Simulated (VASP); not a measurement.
An input for Quantum ESPRESSO's pw.x (written as the equivalent of a VASP run, and not itself run):

```
&CONTROL
  calculation = 'vc-relax'
  pseudo_dir = './pseudo'
  outdir = './out'
  tprnfor = .true.
  tstress = .true.
  nstep = 40
  forc_conv_thr = 0.00078
/
&SYSTEM
  ibrav = 0
  nat = 2
  ntyp = 1
  ecutwfc = 58
  occupations = 'smearing'
  smearing = 'methfessel-paxton'
  degauss = 0.00735
  input_dft = 'pz'
/
&ELECTRONS
  conv_thr = 7.3e-08
  electron_maxstep = 100
/
&IONS
/
&CELL
/
ATOMIC_SPECIES
  Hf 178.490 Hf.upf
CELL_PARAMETERS angstrom
     1.5612440   -2.7041540    0.0000000
     1.5612440    2.7041540    0.0000000
     0.0000000    0.0000000    4.9372616
ATOMIC_POSITIONS crystal
  Hf   0.3333330  0.6666670  0.2500000
  Hf   0.6666670  0.3333330  0.7500000
K_POINTS automatic
  13 13 8 0 0 0
```

### Question
Write the VASP files for the same calculation (LDA).

### Answer
One answer among several that fit: 
**INCAR**
```
SYSTEM = Hf
PREC = Accurate
ENCUT = 500
EDIFF = 1E-6
NELM = 100
ALGO = Normal
LREAL = .FALSE.
LASPH = .TRUE.
ISMEAR = 1
SIGMA = 0.1
LMAXMIX = 6
LWAVE = .FALSE.
LCHARG = .FALSE.
IBRION = 2
ISIF = 3
NSW = 40
EDIFFG = -0.02
```

### KPOINTS
```
kpoints
0
G
13 13 8
0 0 0
```

### POSCAR
```
Hf
1
    1.5612440425    -2.7041539690     0.0000000000
    1.5612440425     2.7041539690     0.0000000000
    0.0000000000     0.0000000000     4.9372616339
Hf
2
Direct
  0.3333330000   0.6666670000   0.2500000000
  0.6666670000   0.3333330000   0.7500000000
```

POTCAR, in this order: Hf_pv (LDA.64 set). Program: vasp_std.

What does not carry over: the potentials are each code's own (VASP's PAW set, PseudoDojo norm-conserving files in pw.x), so ENCUT and ecutwfc are chosen apart and not converted; conv_thr bounds pw.x's estimated SCF error, while EDIFF bounds the energy change between steps; forc_conv_thr acts on force components and is met together with etot_conv_thr.

The compound is Hf in the hcp structure. This run relaxes it. Symmetry was kept, so distortions that lower it aren't found.
